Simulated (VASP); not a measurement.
A convergence study with VASP on Zr (space group no. 194 when undisturbed): a few settings are varied, all else stays as given below, so the limit is that of these other settings. One atom is moved off its site, so that forces are finite.

```xyz
2
Lattice="1.6231 -2.8112 0.0000 1.6231 2.8112 0.0000 0.0000 0.0000 5.1757" Properties=species:S:1:pos:R:3 pbc="T T T"
Zr     1.6231     0.9371     1.3439
Zr     1.6231    -0.9371     3.8818
```

Calculation: PBE GGA, VASP's PBE PAW potentials (set 64) (plane waves; VASP 6.6.1). The last row used: 300 eV cut-off, 12×12×7 Γ-centred mesh, Gaussian smearing of 0.10 eV, potentials Zr_sv.

| setting | E (eV/atom) | pressure (GPa) | largest force (eV/Å) | irreducible k-points |
|---|---|---|---|---|
| NBANDS = 12 | ? | ? | ? | 112 |
| NBANDS = 13 | ? | ? | ? | 112 |
| NBANDS = 14 | -8.5068 | -1.38 | 0.181 | 112 |
| NBANDS = 15 | -8.5068 | -1.38 | 0.181 | 112 |
| NBANDS = 16 | -8.5068 | -1.38 | 0.181 | 112 |
| NBANDS = 18 | -8.5068 | -1.38 | 0.181 | 112 |
| NBANDS = 22 | -8.5068 | -1.38 | 0.181 | 112 |
| NBANDS = 28 | -8.5068 | -1.38 | 0.181 | 112 |
| NBANDS = 44 | -8.5068 | -1.38 | 0.181 | 112 |

Complete the blanks.

- NBANDS = 12, E (eV/atom): -8.4658
- NBANDS = 12, pressure (GPa): -1.37
- NBANDS = 12, largest force (eV/Å): 0.216
- NBANDS = 13, E (eV/atom): -8.5065
- NBANDS = 13, pressure (GPa): -1.45
- NBANDS = 13, largest force (eV/Å): 0.184

VASP warned of too few bands at NBANDS = 12; NBANDS = 13; NBANDS = 14.

Left out are rungs that failed or repeat a setting and relaxations that didn't move; long series are thinned to 24 rows.

The structure is a typed Zr crystal (space group no. 194). The cell was not relaxed at this level, it is distorted from the ideal structure. VASP warned that the highest band is occupied, so more bands are needed.
